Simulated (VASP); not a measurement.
OSZICAR of a VASP run on TmN (a trial cell in the CsCl structure, space group Pm-3m):

### OSZICAR
```
       N       E                     dE             d eps       ncg     rms          rms(c)
DAV:   1     0.642815972734E+02    0.64282E+02   -0.68070E+03   826   0.129E+03
DAV:   2    -0.962745806199E+01   -0.73909E+02   -0.69724E+02   904   0.320E+02
DAV:   3    -0.164529832342E+02   -0.68255E+01   -0.65115E+01  1233   0.747E+01
DAV:   4    -0.165954440579E+02   -0.14246E+00   -0.14217E+00  1221   0.858E+00
DAV:   5    -0.165957942140E+02   -0.35016E-03   -0.35007E-03  1002   0.386E-01    0.270E+01
DAV:   6    -0.144169786452E+02    0.21788E+01   -0.11610E+01  1125   0.273E+01    0.238E+01
DAV:   7    -0.143643105035E+02    0.52668E-01   -0.55779E-01  1116   0.710E+00    0.148E+01
DAV:   8    -0.143726433164E+02   -0.83328E-02   -0.83144E-02  1198   0.352E+00    0.175E+00
DAV:   9    -0.143711949967E+02    0.14483E-02   -0.29433E-03   984   0.493E-01    0.450E-01
DAV:  10    -0.143710655872E+02    0.12941E-03   -0.10892E-03  1158   0.317E-01    0.965E-02
DAV:  11    -0.143710546269E+02    0.10960E-04   -0.46549E-05   938   0.640E-02    0.849E-03
DAV:  12    -0.143710533629E+02    0.12640E-05   -0.31516E-06   920   0.225E-02    0.399E-03
DAV:  13    -0.143710533456E+02    0.17325E-07   -0.17669E-07   529   0.457E-03
   1 F= -.14371053E+02 E0= -.14370750E+02  d E =-.606661E-03
```

Question: Which electronic solver shows in the log?

Answer: It is blocked Davidson (ALGO = Normal, or the opening steps of other solvers). The INCAR had ALGO = Normal.

Question: Can the final energy be trusted as converged?

Answer: The run converged. It stopped with EDIFF = 1E-6, NELM = 100 (PBE GGA, plane waves, VASP's PBE PAW potentials (set 64)). The 4f electrons are frozen in the core of the lanthanide potential, so 4f levels, which can set the real gap, and their magnetism are missing.

The structure was generated: TmN was put into the CsCl type (Pm-3m), which need not be its known phase. The cell was not relaxed at this level.
